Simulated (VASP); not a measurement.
Elastic constants (GPa) of a crystal from PBEsol GGA, VASP's PBE PAW potentials (set 64) (VASP 6.6.1):

|  | xx | yy | zz | yz | xz | xy |
|---|---|---|---|---|---|---|
| xx | 341.2 | 165.8 | 165.8 | 0.0 | 0.0 | 0.0 |
| yy | 165.8 | 341.2 | 165.8 | 0.0 | 0.0 | 0.0 |
| zz | 165.8 | 165.8 | 341.2 | 0.0 | 0.0 | 0.0 |
| yz | 0.0 | 0.0 | 0.0 | 120.6 | 0.0 | 0.0 |
| xz | 0.0 | 0.0 | 0.0 | 0.0 | 120.6 | 0.0 |
| xy | 0.0 | 0.0 | 0.0 | 0.0 | 0.0 | 120.6 |

Finite-difference elastic constants of metals are sensitive to mesh and smearing; shear constants can be off by tens of GPa.

### Question
Work out the Voigt, Reuss and Hill moduli, Young's modulus and Poisson's ratio.

### Answer
All eigenvalues are positive (smallest 120.6 GPa), so the crystal is stable. K_V = (C11+C22+C33+2(C12+C13+C23))/9 = (1023.6 + 2×497.4)/9 = 224.3 GPa; G_V = (1023.6 − 497.4 + 3×361.8)/15 = 107.4 GPa. From the compliances, K_R = 224.3 GPa and G_R = 104.9 GPa. Hill: K = 224.3 GPa, G = 106.2 GPa, E = 9KG/(3K+G) = 275.1 GPa, ν = (3K−2G)/(2(3K+G)) = 0.296. K/G = 2.11, above Pugh's 1.75; universal anisotropy A^U = 0.12.

### Question
With a density of 8.60 g/cm³, what are the mean sound speeds?

### Answer
v_l = √((K+4G/3)/ρ) = 6.52 km/s and v_t = √(G/ρ) = 3.51 km/s. The crystal is Fe (bcc), cubic.

The compound is Fe in the bcc structure. It was relaxed first, which changed the volume by -9 %.
